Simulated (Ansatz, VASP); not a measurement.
# PtS2: VASP beside Ansatz

One calculation is typed for both programs; each brings its own data sets. How far apart do they land? The cell is taken from a series of runs on this material, whose earlier steps may have relaxed, scaled, displaced or heated it; both programs get it as it stands.

Program: Ansatz 0.2.0. Level of theory: plane waves, with VASP 6.6.1 beside it; zone-centre phonons at PBE with D3(BJ). Results are calculated unless marked as measured.

## 1. The structure

It takes space group P-3m1 (No. 164, trigonal). The conventional cell has a = 3.582 Å, b = 3.582 Å, c = 4.619 Å, α = 90.00°, β = 90.00°, γ = 120.00°. Nearest to S lie 3 Pt at 2.39 Å. Nearest to Pt lie 6 S at 2.39 Å. Farther neighbours and most contacts between anions are not listed.

## 2. VASP: zone-centre phonons, PBE with D3(BJ)

Second derivatives magnify differences that forces hide, and they need a tight electronic threshold.

Lines of VASP's logs that name or quote its potential files are left out, and so is its time.

File INCAR:

```
SYSTEM = PtS2
PREC = Accurate
ENCUT = 500
EDIFF = 1E-08
NELM = 120
ISMEAR = 0
SIGMA = 0.01
LREAL = .FALSE.
ALGO = Normal
GGA = PE
IVDW = 12
NBANDS = 17
LASPH = .TRUE.
LORBIT = 11
LWAVE = .FALSE.
LCHARG = .FALSE.
ISIF = 2
IBRION = 6
NFREE = 2
POTIM = 0.015
NSW = 1
GGA_COMPAT = .FALSE.
KPAR = 2
```

File POSCAR:

```
PtS2
1.0
    3.5824571022      0.0000000000      0.0000000000
   -1.7912285511      3.1024988585      0.0000000000
    0.0000000000      0.0000000000      4.6188889034
S Pt
2 1
Direct
    0.3333333333      0.6666666667      0.2608851269
    0.6666666667      0.3333333333      0.7391148731
    0.0000000000      0.0000000000      0.0000000000
```

File KPOINTS:

```
Automatic mesh
0
Gamma
12 12 8
0 0 0
```

The projector-augmented-wave data sets are S and Pt (PBE family, release 64).

The run is started by

```console
> mpirun -np 2 vasp_std
```

Numbers of over 12 decimals in the logs are rounded to 6 here.

Output:

```text
[banner, memory and clock lines left out]
running    2 mpi-ranks, on    1 nodes
 distrk:  each k-point on    1 cores,    2 groups
 distr:  one band on    1 cores,    1 groups

 POSCAR found type information on POSCAR S Pt
 POSCAR found :  2 types and       3 ions
 LDA part: xc-table for (Slater+PW92), standard interpolation
 POSCAR, INCAR and KPOINTS ok, starting setup
 FFT: planning ... GRIDC
 FFT: planning ... GRID_SOFT
 FFT: planning ... GRID
 WAVECAR not read
 entering main loop
       N       E                     dE             d eps       ncg     rms          rms(c)
DAV:   1     0.107797948079E+03    0.10780E+03   -0.10367E+04  4550   0.113E+03
DAV:   2    -0.118138825207E+02   -0.11961E+03   -0.11628E+03  5533   0.226E+02
DAV:   3    -0.165405030688E+02   -0.47266E+01   -0.46953E+01  5651   0.462E+01
DAV:   4    -0.165862699539E+02   -0.45767E-01   -0.45744E-01  5982   0.502E+00
DAV:   5    -0.165869404846E+02   -0.67053E-03   -0.67047E-03  5819   0.584E-01    0.181E+01
DAV:   6    -0.155746965736E+02    0.10122E+01   -0.69222E+00  4537   0.254E+01    0.126E+01
DAV:   7    -0.153182569456E+02    0.25644E+00   -0.13028E+00  4537   0.117E+01    0.590E+00
DAV:   8    -0.153037783785E+02    0.14479E-01   -0.69575E-02  5190   0.188E+00    0.134E+00
DAV:   9    -0.153004612002E+02    0.33172E-02   -0.95761E-03  5556   0.101E+00    0.227E-01
DAV:  10    -0.153006200545E+02   -0.15885E-03   -0.13055E-03  5499   0.244E-01    0.918E-02
DAV:  11    -0.153006682966E+02   -0.48242E-04   -0.57455E-05  5497   0.657E-02    0.389E-02
DAV:  12    -0.153006697619E+02   -0.14653E-05   -0.12499E-05  5461   0.328E-02    0.695E-03
DAV:  13    -0.153006707468E+02   -0.98487E-06   -0.85997E-07  5654   0.728E-03    0.355E-03
DAV:  14    -0.153006708067E+02   -0.59977E-07   -0.20323E-07  5459   0.358E-03    0.781E-04
DAV:  15    -0.153006707680E+02    0.38711E-07   -0.12367E-08  4632   0.945E-04    0.273E-04
DAV:  16    -0.153006707553E+02    0.12717E-07   -0.15788E-09  2545   0.283E-04    0.656E-05
DAV:  17    -0.153006707558E+02   -0.53001E-09   -0.19730E-10  2456   0.108E-04
   1 F= -.16669345E+02 E0= -.16669334E+02  d E =-.227130E-04
[... from here on, the cycles between the ionic steps are left out ...]
   2 F= -.16668328E+02 E0= -.16668320E+02  d E =-.166977E-04
   3 F= -.16668328E+02 E0= -.16668320E+02  d E =-.167009E-04
   4 F= -.16667476E+02 E0= -.16667465E+02  d E =-.221472E-04
   5 F= -.16668746E+02 E0= -.16668744E+02  d E =-.358494E-05
   6 F= -.16667504E+02 E0= -.16667493E+02  d E =-.219806E-04
   7 F= -.16667504E+02 E0= -.16667494E+02  d E =-.219811E-04
   8 F= -.16667293E+02 E0= -.16667282E+02  d E =-.228788E-04
 Finite differences progress:
  Degree of freedom:   4/  4
  Displacement:        1/  2
  Total:               7/  8
 bond charge predicted
       N       E                     dE             d eps       ncg     rms          rms(c)
DAV:   1    -0.152929012638E+02    0.57184E-02   -0.48145E+00  4472   0.115E+01    0.558E-01
DAV:   2    -0.152994052877E+02   -0.65040E-02   -0.67432E-02  5474   0.185E+00    0.243E-01
DAV:   3    -0.152987856506E+02    0.61964E-03   -0.17945E-03  5623   0.281E-01    0.143E-01
DAV:   4    -0.152986124998E+02    0.17315E-03   -0.93509E-04  5267   0.167E-01    0.441E-02
DAV:   5    -0.152986223426E+02   -0.98428E-05   -0.42762E-05  5462   0.445E-02    0.167E-02
DAV:   6    -0.152986196235E+02    0.27191E-05   -0.11461E-05  5257   0.232E-02    0.731E-03
DAV:   7    -0.152986196477E+02   -0.24224E-07   -0.34714E-06  5643   0.117E-02    0.368E-03
DAV:   8    -0.152986196124E+02    0.35307E-07   -0.46536E-07  4870   0.410E-03    0.629E-04
DAV:   9    -0.152986196181E+02   -0.56596E-08   -0.11088E-08  4441   0.809E-04
   9 F= -.16667293E+02 E0= -.16667282E+02  d E =-.228790E-04
 Finite differences progress:
  Degree of freedom:   4/  4
  Displacement:        2/  2
  Total:               8/  8
```

OUTCAR, selected parts (step 2):

```text
ion  position               nearest neighbor table
   1  0.333  0.667  0.261-   3 2.39   3 2.39   3 2.39
   2  0.667  0.333  0.739-   3 2.39   3 2.39   3 2.39
   3  0.000  0.000  0.000-   1 2.39   2 2.39   2 2.39   1 2.39   2 2.39   1 2.39

  LATTYP: Found a hexagonal cell.
 ALAT       =     3.5824571022
 C/A-ratio  =     1.2893075260

 Subroutine GETGRP returns: Found 12 space group operations
 (whereof 12 operations were pure point group operations)

The static configuration has the point symmetry D_3d.

 Found    131 irreducible k-points:

   k-points           NKPTS =    131   k-points in BZ     NKDIM =    131   number of bands    NBANDS=     17

   dimension x,y,z NGX =    28 NGY =   28 NGZ =   36
   dimension x,y,z NGXF=    56 NGYF=   56 NGZF=   72

   ENCUT  =  500.0 eV  36.75 Ry    6.06 a.u.   6.53  6.53  8.42*2*pi/ulx,y,z

   NELECT =      22.0000    total number of electrons

 k-points in reciprocal lattice and weights: Automatic mesh
   0.00000000  0.00000000  0.00000000       0.001
   0.08333333 -0.00000000  0.00000000       0.005
   0.16666667  0.00000000  0.00000000       0.005
   0.25000000  0.00000000  0.00000000       0.005
   0.33333333 -0.00000000  0.00000000       0.005
   0.41666667 -0.00000000  0.00000000       0.005
   0.50000000  0.00000000  0.00000000       0.003
   0.08333333  0.08333333  0.00000000       0.005
   0.16666667  0.08333333  0.00000000       0.010
[...]
0.33333333  0.25000000  0.50000000       0.010
   0.33333333  0.33333333  0.50000000       0.002

 Edisp (eV)   -1.36867

 average (electrostatic) potential at core
       1 -84.6101       2 -84.6498       3 -67.4526

 E-fermi :   8.1876

 k-point     1 :       0.0000    0.0000    0.0000
  band No.  band energies     occupation
    ...
      6       3.8572      2.00000
      7       3.8572      2.00000
      8       5.6060      2.00000
      9       6.4961      2.00000
     10       6.4961      2.00000
     11       8.1963      0.21764
     12       9.2012      0.00000
     13       9.2012      0.00000
     14      11.6434      0.00000
     15      13.1313      0.00000
    ...

 k-point     2 :       0.0833   -0.0000    0.0000
  band No.  band energies     occupation
    ...
      7       3.7879      2.00000
      8       5.3688      2.00000
      9       6.3709      2.00000
     10       6.4504      2.00000
     11       7.8719      2.00000
     12       9.2390      0.00000
     13       9.2798      0.00000
     14      12.1413      0.00000
     15      13.4778      0.00000
     16      15.2740      0.00000
    ...

 k-point     3 :       0.1667    0.0000    0.0000
  band No.  band energies     occupation
    ...
      7       3.6329      2.00000
      8       4.8391      2.00000
      9       6.1514      2.00000
     10       6.2603      2.00000
     11       7.2311      2.00000
     12       9.4003      0.00000
     13       9.4393      0.00000
     14      13.0311      0.00000
     15      14.0784      0.00000
     16      15.2897      0.00000
    ...

 Edisp (eV)   -1.36867

  Total      -0.05102    -0.05102     0.02726     0.00000     0.00000    -0.00000
  in kB      -1.59228    -1.59228     0.85066     0.00000     0.00000    -0.00000
  external pressure =       -0.78 kB  Pullay stress =        0.00 kB

  energy-cutoff  :      500.00
  volume of cell :       51.34
      direct lattice vectors                 reciprocal lattice vectors
     3.582457102  0.000000000  0.000000000     0.279138025  0.161160414  0.000000000
    -1.791228551  3.102498859  0.000000000     0.000000000  0.322320828  0.000000000
     0.000000000  0.000000000  4.618888903     0.000000000  0.000000000  0.216502285

 POSITION                                       TOTAL-FORCE (eV/Angst)
 -----------------------------------------------------------------------------------
     -0.00000      2.06833      1.20500        -0.000000      0.000000     -0.176736
      1.79123      1.03417      3.41389         0.000000      0.000000     -0.096893
      0.00000      0.00000     -0.01500        -0.000000     -0.000000      0.273629
 -----------------------------------------------------------------------------------
    total drift:                                0.000000     -0.000000     -0.000129

  FREE ENERGIE OF THE ION-ELECTRON SYSTEM (eV)
  ---------------------------------------------------
  free  energy   TOTEN  =       -16.6672931122 eV

  energy  without entropy=      -16.6672702331  energy(sigma->0) =      -16.66728167

 Eigenvectors and eigenvalues of the dynamical matrix
 ----------------------------------------------------

   1 f  =    9.899690 THz    62.201589 2PiTHz  330.218125 cm-1    40.941811 meV
             X         Y         Z           dx          dy          dz
     -0.000000  2.068333  1.204999     0.000000   -0.000000   -0.707107
      1.791229  1.034166  3.413889    -0.000000    0.000000    0.707107
      0.000000  0.000000  0.000000     0.000000    0.000000    0.000000

   2 f  =    9.613763 THz    60.405057 2PiTHz  320.680629 cm-1    39.759313 meV
             X         Y         Z           dx          dy          dz
     -0.000000  2.068333  1.204999    -0.000000    0.000000   -0.613477
      1.791229  1.034166  3.413889    -0.000000    0.000000   -0.613477
      0.000000  0.000000  0.000000     0.000000   -0.000000    0.497285

   3 f  =    9.106493 THz    57.217785 2PiTHz  303.759918 cm-1    37.661413 meV
             X         Y         Z           dx          dy          dz
     -0.000000  2.068333  1.204999     0.000000   -0.613456   -0.000000
      1.791229  1.034166  3.413889     0.000000   -0.613456   -0.000000
      0.000000  0.000000  0.000000    -0.000000    0.497336    0.000000

   4 f  =    9.106493 THz    57.217785 2PiTHz  303.759918 cm-1    37.661413 meV
             X         Y         Z           dx          dy          dz
     -0.000000  2.068333  1.204999    -0.613456   -0.000000    0.000000
      1.791229  1.034166  3.413889    -0.613456   -0.000000   -0.000000
      0.000000  0.000000  0.000000     0.497336    0.000000    0.000000

   5 f  =    8.716472 THz    54.767211 2PiTHz  290.750222 cm-1    36.048417 meV
             X         Y         Z           dx          dy          dz
     -0.000000  2.068333  1.204999     0.000006    0.707107   -0.000000
      1.791229  1.034166  3.413889    -0.000006   -0.707107    0.000000
      0.000000  0.000000  0.000000     0.000000    0.000000    0.000000

   6 f  =    8.716472 THz    54.767211 2PiTHz  290.750222 cm-1    36.048417 meV
             X         Y         Z           dx          dy          dz
     -0.000000  2.068333  1.204999     0.707107   -0.000006    0.000000
      1.791229  1.034166  3.413889    -0.707107    0.000006   -0.000000
      0.000000  0.000000  0.000000     0.000000    0.000000    0.000000

   7 f/i=    0.000724 THz     0.004551 2PiTHz    0.024162 cm-1     0.002996 meV
             X         Y         Z           dx          dy          dz
     -0.000000  2.068333  1.204999     0.289687   -0.199380   -0.000000
      1.791229  1.034166  3.413889     0.289687   -0.199380   -0.000000
      0.000000  0.000000  0.000000     0.714650   -0.491866   -0.000000

   8 f/i=    0.000724 THz     0.004551 2PiTHz    0.024162 cm-1     0.002996 meV
             X         Y         Z           dx          dy          dz
     -0.000000  2.068333  1.204999    -0.199380   -0.289687   -0.000000
      1.791229  1.034166  3.413889    -0.199380   -0.289687   -0.000000
      0.000000  0.000000  0.000000    -0.491866   -0.714650   -0.000000

   9 f/i=    0.001321 THz     0.008302 2PiTHz    0.044072 cm-1     0.005464 meV
             X         Y         Z           dx          dy          dz
     -0.000000  2.068333  1.204999    -0.000000   -0.000000    0.351634
      1.791229  1.034166  3.413889    -0.000000   -0.000000    0.351634
      0.000000  0.000000  0.000000    -0.000000   -0.000000    0.867587

 ELASTIC MODULI CONTR FROM IONIC RELAXATION (kBar)
 Direction    XX          YY          ZZ          XY          YZ          ZX
 --------------------------------------------------------------------------------
 XX        -666.4685   -408.6672   -677.9012      0.0000    270.6750     -0.0000
 YY        -408.6672   -666.4685   -677.9012      0.0000   -270.6750     -0.0000
 ZZ        -677.9012   -677.9012   -854.8689      0.0000      0.0000     -0.0000
 XY           0.0000      0.0000      0.0000   -128.9006     -0.0000    270.6758
 YZ         270.6750   -270.6750      0.0000     -0.0000   -568.3833      0.0000
 ZX          -0.0000     -0.0000     -0.0000    270.6758      0.0000   -568.3866
 --------------------------------------------------------------------------------

 total charge
# of ion       s       p       d       tot
------------------------------------------
    1        1.367   2.261   0.000   3.628
    2        1.367   2.261   0.000   3.628
    3        0.695   0.773   7.985   9.452
--------------------------------------------------
tot          3.430   5.294   7.985  16.709

[... 3 further parts left out ...]
```

The last energy, forces, stress and levels in OUTCAR belong to the last displaced cell, not to the cell of POSCAR.

Levels, forces or a CONTCAR printed for this step are those of its last displaced cell, not of the structure at rest.

(Part 1 of 2 ends here.)

[Lines on the potential files, build, host, timing and source positions are cut from VASP's logs without a mark.]

[Logs are printed without paths, hosts, clocks, repeated set-up lines and the standing remarks that a program may print on its own settings, such as how far it seeks lower states.]

[Hosts, paths, dates, database ids (printed as entryN), source tags and the programs' standing remarks are cut or masked in the printed files.]
